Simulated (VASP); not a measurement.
These are PBE GGA, VASP's PBE PAW potentials (set 64) (plane waves; VASP) values and carry that method's errors.

The input files of a VASP run:

### POSCAR
```
PbF2
1
    0.0000000000     2.9970633655     2.9970633655
    2.9970633655     0.0000000000     2.9970633655
    2.9970633655     2.9970633655     0.0000000000
Pb F
1 2
Direct
  1.0000000000   0.0000000000   1.0000000000
  0.2500000000   0.2500000000   0.2500000000
  0.7500000000   0.7500000000   0.7500000000
```

### INCAR
```
ALGO = Normal
EDIFF = 1E-6
ENCUT = 520
GGA = PE
ISMEAR = 0
LASPH = .True.
LCHARG = .True.
LMAXMIX = 4
LREAL = .False.
LWAVE = .False.
NELM = 100
PREC = Accurate
SIGMA = 0.05
SYSTEM = PbF2
```

KPOINTS:
```
K-points
0
Gamma
6 6 6
```

POTCAR, in this order: Pb_d F (PBE.64 set). Program: vasp_std.

What will the output report for the number of irreducible k-points (NKPTS), largest plane-wave count, number of space-group operations, FFT grid (NGX, NGY, NGZ)?

```
Quantity                                       Value
--------------------------------------  ------------
number of irreducible k-points (NKPTS)            16
largest plane-wave count                        1464
number of space-group operations                  48
FFT grid (NGX, NGY, NGZ)                32 × 32 × 32
```

The compound is PbF2 in the fluorite structure, the β form. It was relaxed first.
